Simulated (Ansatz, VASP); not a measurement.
## ZnGaNO in two plane-wave programs

Wanted: the spread between two codes on one cell, functional and k mesh. The cell is generated by rule, not measured, and may not be a known phase. The cell is taken from a series of runs on this material, whose earlier steps may have relaxed, scaled, displaced or heated it; both programs get it as it stands.

Calculated with Ansatz 0.2.0; plane waves, with VASP 6.6.1 beside it; PBEsol.

The structure was built from a prototype and need not be the compound's stable phase.

### Step 1. Set-up

Symmetry: P3m1, No. 156, trigonal system. The conventional cell has a = 3.254 Å, b = 3.254 Å, c = 10.299 Å, α = 90.00°, β = 90.00°, γ = 120.00°. Ga has 1 N at 1.88 Å and 3 O at 1.98 Å nearest. Ga has 4 N at 1.89 to 2.02 Å nearest. N has 4 Ga at 1.88 to 2.02 Å nearest. N has 1 Ga at 1.89 Å and 3 Zn at 1.94 Å nearest. O has 4 Zn at 1.89 to 2.21 Å nearest. Nearest to O lie 3 Ga at 1.98 Å and 1 Zn at 2.27 Å. Farther neighbours and most contacts between anions are not listed.

Structure file:

```cif
data_structure
_symmetry_space_group_name_H-M 'P3m1'
_symmetry_Int_Tables_number 156
_cell_length_a 3.2544
_cell_length_b 3.2544
_cell_length_c 10.2988
_cell_angle_alpha 90.000
_cell_angle_beta 90.000
_cell_angle_gamma 120.000
_cell_volume 94.46
loop_
_atom_site_label
_atom_site_type_symbol
_atom_site_symmetry_multiplicity
_atom_site_Wyckoff_symbol
_atom_site_fract_x
_atom_site_fract_y
_atom_site_fract_z
_atom_site_occupancy
Ga1 Ga 1 a 0.00000 0.00000 0.00451 1
Ga2 Ga 1 b 0.33333 0.66667 0.25822 1
N1 N 1 a 0.00000 0.00000 0.18742 1
N2 N 1 b 0.33333 0.66667 0.44136 1
O1 O 1 a 0.00000 0.00000 0.70245 1
O2 O 1 b 0.33333 0.66667 0.94427 1
Zn1 Zn 1 a 0.00000 0.00000 0.48758 1
Zn2 Zn 1 b 0.33333 0.66667 0.72421 1
```

### Step 2. Ansatz: relaxation of cell and atoms, PBEsol, pair 1

Ansatz runs on its default PAW (the set named soft_2) files.

The relaxed volume is the usual yardstick between codes: in a stiff, nearly cubic crystal its relative difference is about their pressure difference at one cell divided by the bulk modulus.

File input.yaml:

```yaml
crystal:
  lattice:
    - [3.2544045803, 0.0, 0.0]
    - [-1.6272022902, 2.8183970407, 0.0]
    - [0.0, 0.0, 10.2987934737]
  atoms:
    - { symbol: Ga, position: [0.3333333333, 0.6666666667, 0.0045057549] }
    - { symbol: Ga, position: [0.6666666667, 0.3333333333, 0.2582160837] }
    - { symbol: "N", position: [0.3333333333, 0.6666666667, 0.1874159967] }
    - { symbol: "N", position: [0.6666666667, 0.3333333333, 0.4413609779] }
    - { symbol: O, position: [0.3333333333, 0.6666666667, 0.702452105] }
    - { symbol: O, position: [0.6666666667, 0.3333333333, 0.9442678613] }
    - { symbol: Zn, position: [0.3333333333, 0.6666666667, 0.487576215] }
    - { symbol: Zn, position: [0.6666666667, 0.3333333333, 0.7242050054] }
kpoints:
  mp_grid: { grid: [12, 12, 4] }
hamiltonian:
  xc: pbesol
scf:
  occupations: { method: gaussian, width: 0.1 }
output:
  forces: true
  stress: true
  eigenvalues: true
relax:
  adjacent_minimum: "off"
  f_tol: 0.005
  max_steps: 80
  cell: { stress_tol: 0.05 }
```

On the command line:

```console
$ ansatz run input.yaml --threads 4 --pin off --max-ram 14336MiB --backend cpu --events-out ev --progress --plain --runs-dir out
```

Numbers of over 12 decimals in the logs are rounded to 6 here.

Output:

```text
Engine: ansatz 0.2.0, aarch64-unknown-linux-gnu
Pseudopotentials: kind: paw
Pseudopotential: Ga, paw, valence charge 13, recommended cutoff 420 eV (normal), Ga.paw.azcp
Pseudopotential: N, paw, valence charge 5, recommended cutoff 420 eV (normal), N.paw.azcp
Pseudopotential: O, paw, valence charge 6, recommended cutoff 420 eV (normal), O.paw.azcp
Pseudopotential: Zn, paw, valence charge 12, recommended cutoff 420 eV (normal), Zn.paw.azcp
Functional definition: PBEsol
  exchange = pbesol_x
  correlation = pbesol_c
Crystal: 8 atoms, lattice volume = 94.463 Å³
Basis set: ecut = 420 eV, 1895 PW (Γ), exchange–correlation on 48×48×144 points (8 copies of the dense FFT grid, shifted against one another)
Bands: 44, of which v1, the nominal top of the filled ones, is band 36 counted from 1 (35 counted from 0)
Symmetry: 6 space group operations
Space group: P3m1 (ITA 156), of the structure as read, at distance tolerance 4.6e-5 Å
k-points: 69 of 576 (time reversal used)
Non-local potential: Ga, projectors of the file, l = 0: 2, l = 1: 2, l = 2: 3, l = 3: 1
Non-local potential: N, projectors of the file, l = 0: 2, l = 1: 2, l = 2: 1
Non-local potential: O, projectors of the file, l = 0: 2, l = 1: 2, l = 2: 1
Non-local potential: Zn, projectors of the file, l = 0: 2, l = 1: 2, l = 2: 3, l = 3: 1
PAW form: soft (Blöchl's): semilocal exchange-correlation on the pseudo side does not see the compensation charge
PAW frozen core: Ga, regenerated for the run's functional, and the local potential with it (the file was generated under x = pbe(κ = 0.804, μ = 0.219515), c = pbe(β = 0.066725))
PAW frozen core: N, regenerated for the run's functional, and the local potential with it (the file was generated under x = pbe(κ = 0.804, μ = 0.219515), c = pbe(β = 0.066725))
PAW frozen core: O, regenerated for the run's functional, and the local potential with it (the file was generated under x = pbe(κ = 0.804, μ = 0.219515), c = pbe(β = 0.066725))
PAW frozen core: Zn, regenerated for the run's functional, and the local potential with it (the file was generated under x = pbe(κ = 0.804, μ = 0.219515), c = pbe(β = 0.066725))
PAW one-centre angular grid: Ga, 590 points (default); XC on 64 Gauss nodes
PAW one-centre angular grid: N, 110 points (default); XC on 64 Gauss nodes
PAW one-centre angular grid: O, 110 points (default); XC on 64 Gauss nodes
PAW one-centre angular grid: Zn, 590 points (default); XC on 64 Gauss nodes
Initial density: superposition of atomic densities (neutral atoms: chi_scale 0, normalization atom), corrected by the library's trained network
Initial wavefunctions: pseudopotential atomic-orbital guess
Functional: x = pbesol(κ = 0.804, μ = 0.123457), c = pbesol(β = 0.046)
SCF iter   1: F=—  HF=-15928.561844 eV  |F-HF|=—  |Δ(HF+E_count)|=         —  Δρ=1.45e-2  dr2=2.60e-1  ethr=1.77e-3  ⟨swp⟩=6.0  Hψ=11206  notcnv=0  defer=6
preconditioner: auto → LDOS  [metal: Δε(μ)=0.056 eV  Ē_g=14.322 eV  σ=0.100 eV  W_gap=0.31  n_scr=38 (ndim 8)  ℏωp=32.4 eV  f_vac=0.022  D(μ)=0.93/eV (n_scr^D=4)  β→1.0]
SCF iter   2: F=—  HF=-15928.575203 eV  |F-HF|=—  |Δ(HF+E_count)|=   1.34e-2  Δρ=1.73e-2  dr2=2.42e-1  ethr=3.60e-4  ⟨swp⟩=2.0  Hψ=6465  notcnv=0  defer=161
SCF iter   3: F=—  HF=-15928.508218 eV  |F-HF|=—  |Δ(HF+E_count)|=   6.70e-2  Δρ=2.47e-3  dr2=4.87e-3  ethr=3.36e-4  ⟨swp⟩=2.0  Hψ=5477  notcnv=0  defer=161
SCF iter   4: F=—  HF=-15928.507236 eV  |F-HF|=—  |Δ(HF+E_count)|=   9.82e-4  Δρ=9.80e-4  dr2=7.15e-4  ethr=6.76e-6  ⟨swp⟩=2.0  Hψ=5358  notcnv=0  defer=161
SCF iter   5: F=—  HF=-15928.507063 eV  |F-HF|=—  |Δ(HF+E_count)|=   1.73e-4  Δρ=3.44e-4  dr2=1.12e-4  ethr=9.93e-7  ⟨swp⟩=2.0  Hψ=4066  notcnv=0  defer=161
SCF iter   6: F=—  HF=-15928.507049 eV  |F-HF|=—  |Δ(HF+E_count)|=   1.41e-5  Δρ=2.31e-4  dr2=3.73e-5  ethr=1.55e-7  ⟨swp⟩=2.2  Hψ=4305  notcnv=0  defer=156
SCF iter   7: F=—  HF=-15928.507011 eV  |F-HF|=—  |Δ(HF+E_count)|=   3.73e-5  Δρ=8.26e-5  dr2=4.38e-6  ethr=5.18e-8  ⟨swp⟩=2.0  Hψ=4451  notcnv=0  defer=156
SCF iter   8: F=—  HF=-15928.507010 eV  |F-HF|=—  |Δ(HF+E_count)|=   1.39e-6  Δρ=3.41e-5  dr2=7.42e-7  ethr=6.08e-9  ⟨swp⟩=2.0  Hψ=4389  notcnv=0  defer=156
SCF iter   9: F=-15928.507010 eV  HF=-15928.507010 eV  |F-HF|=1.96e-8  |Δ(HF+E_count)|=   2.23e-7  Δρ=1.06e-5  dr2=7.20e-8  ethr=1.39e-10  ⟨swp⟩=8.1  Hψ=14409  notcnv=0
SCF 1 converged in 9 iterations: F = -15928.507010 eV  dr2 = 7.20e-8
  greatest PAW one-centre occupation: 0.996 electrons in one spin orbital (limit 2), on the Ga atom at site 0 (counted from 0), in its partial waves of l = 2
relax step   1: F+E_penalty+E_count = -15928.50700961 eV  Δ(F+E_penalty+E_count) = +0.000e0 eV  max|allowed force component| = 2.227e-2 eV/Å  Δτ_max = 0.0000 Å  P = +0.075 GPa  Ω = 94.463 Å³  (9 SCF iters, dr2 threshold 1.00e-7 eV, accepted)
[...]
relax step   3: F+E_penalty+E_count = -15928.50745077 eV  Δ(F+E_penalty+E_count) = -3.034e-4 eV  max|allowed force component| = 6.535e-3 eV/Å  Δτ_max = 0.0040 Å  P = +0.035 GPa  Ω = 94.400 Å³  energy of the carried Pulay correction = +2.316e-4 eV  (8 SCF iters, dr2 threshold 2.06e-8 eV, accepted)
[...]
relax step   4: F+E_penalty+E_count = -15928.50733760 eV  Δ(F+E_penalty+E_count) = +1.132e-4 eV  max|allowed force component| = 2.903e-3 eV/Å  Δτ_max = 0.0011 Å  P = -0.008 GPa  Ω = 94.432 Å³  energy of the carried Pulay correction = +1.117e-4 eV  (6 SCF iters, dr2 threshold 6.44e-9 eV, accepted)
[...]
relax step   5: F+E_penalty+E_count = -15928.50726705 eV  Δ(F+E_penalty+E_count) = +7.055e-5 eV  max|allowed force component| = 2.921e-3 eV/Å  Δτ_max = 0.0000 Å  P = -0.009 GPa  Ω = 94.432 Å³  stress off target by 1.23e-2 GPa  SCF on the basis re-selected at this cell (its energy is not comparable with the rows above)  (6 SCF iters)
basis re-selected at this cell: Δ(F+E_penalty+E_count) = +7.055e-5 eV, ΔP = -0.001 GPa vs the last step (what re-selecting the basis moved, of the pressure what is left beyond the Pulay correction that the steps carried, after the strain that the cell walked since its last selection, with what the two solves' SCF thresholds leave and, on support functions, any second-order correction that the steps lacked; it is no m [...]
SCF converged after 6 iterations
Free energy (F): -15928.507267 eV
Harris-Foulkes:  -15928.507267 eV  (|F-HF|=4.91e-11)
Internal energy: -15928.498890 eV  (E = F + TS)
E sigma→0 (E₀):  -15928.503078 eV
Entropy (-TS):   -0.008377 eV (-1.047 meV/atom)
Fermi energy:    9.871651 eV
--- Per-component energies (eV) ---
  E_band       = 24.967275
  E_kinetic    = 1101.573067
  E_local      = -7967.932214  (includes V_loc(G=0)·N_el)
  E_nonlocal   = 2284.619604
  E_hartree    = 3453.844223
  E_xc         = -670.414644
  E_vxc        = -557.171657  (∫ρ·V_xc dr)
  E_paw        = -8041.919215  (= ΣΔE_a)
  E_vpaw       = -1743.813861  (= ΣTr[D̂ρ^β])
  E_aug_tail   = 0.004148  (compensation charges beyond the density's cutoff)
  E_ewald      = -6091.721297
  E_core_change = 3.447439  (= ΣΔE_core)
  E_smearing   = -0.008377  (= −TS)
  E_closure    = 0.000000  (closes the sum)
  Σ components = -15928.507267   (vs F -15928.507267, Δ=0.00e0)
--- Forces (eV/Å), atoms counted from 1 ---
  atom   1  Ga     0.00000000     0.00000000     0.00192264
  atom   2  Ga    -0.00000000    -0.00000000     0.00185304
  atom   3  N      0.00000000     0.00000000    -0.00131664
  atom   4  N     -0.00000000    -0.00000000    -0.00292123
  atom   5  O      0.00000000    -0.00000000    -0.00083011
  atom   6  O     -0.00000000     0.00000000    -0.00290430
  atom   7  Zn     0.00000000     0.00000000     0.00205574
  atom   8  Zn    -0.00000000    -0.00000000     0.00214120
  max |Σ_I F_I| component: 3.36e-7 eV/Å
--- Stress (GPa, compression-positive) ---
       -0.007230      -0.000000       0.000000
       -0.000000      -0.007230       0.000000
        0.000000       0.000000      -0.012301
  P = ⅓ Tr σ = -0.0089 GPa (-0.089 kbar)
--- Band table (eV; the first three rows and the last of 69) ---
  k-point 0: bands = [... 32 lower, 7.9654, 7.9654, 8.4550, 10.1960, 10.1960, 11.1339, 11.8712, 13.6887, ... 4 higher]
  k-point 1: bands = [... 32 lower, 7.9670, 7.9670, 8.9346, 10.1966, 10.1966, 10.9477, 11.8752, 13.7552, ... 4 higher]
  k-point 2: bands = [... 32 lower, 7.9681, 7.9681, 9.2939, 10.1965, 10.1965, 10.7242, 11.8776, 13.8182, ... 4 higher]
  k-point 68: bands = [... 32 lower, 5.9402, 6.6966, 7.1146, 7.4897, 13.2619, 13.3495, 14.9080, 15.3564, ... 4 higher]
--- Relaxed structure (4 steps of the walk, 4 accepted, 1 SCFs on fresh bases) ---
  F+E_penalty+E_count = -15928.50726705 eV   max|allowed force component| = 2.921e-3 eV/Å   (the final SCF, on the basis selected at the relaxed cell)
  cell:  # Å, volume = 94.4325 Å³
    - [3.256669, 2.8887650570471372e-11, 0]
    - [-1.628335, 2.820358, -1.830215290449068e-19]
    - [0, -6.687847388548825e-19, 10.281193]
  atoms:
    - { symbol: Ga, position: [0.333333, 0.666667, 0.00403853] }
    - { symbol: Ga, position: [0.666667, 0.333333, 0.258253] }
    - { symbol: N, position: [0.333333, 0.666667, 0.187392] }
    - { symbol: N, position: [0.666667, 0.333333, 0.441746] }
    - { symbol: O, position: [0.333333, 0.666667, 0.702539] }
    - { symbol: O, position: [0.666667, 0.333333, 0.943865] }
    - { symbol: Zn, position: [0.333333, 0.666667, 0.487755] }
    - { symbol: Zn, position: [0.666667, 0.333333, 0.724412] }
```

(Continued in part 2 of 2.)

[Lines on the potential files, build, host, timing and source positions are cut from VASP's logs without a mark.]

[Logs are printed without paths, hosts, clocks, repeated set-up lines and the standing remarks that a program may print on its own settings, such as how far it seeks lower states.]

[Hosts, paths, dates, database ids (printed as entryN), source tags and the programs' standing remarks are cut or masked in the printed files.]
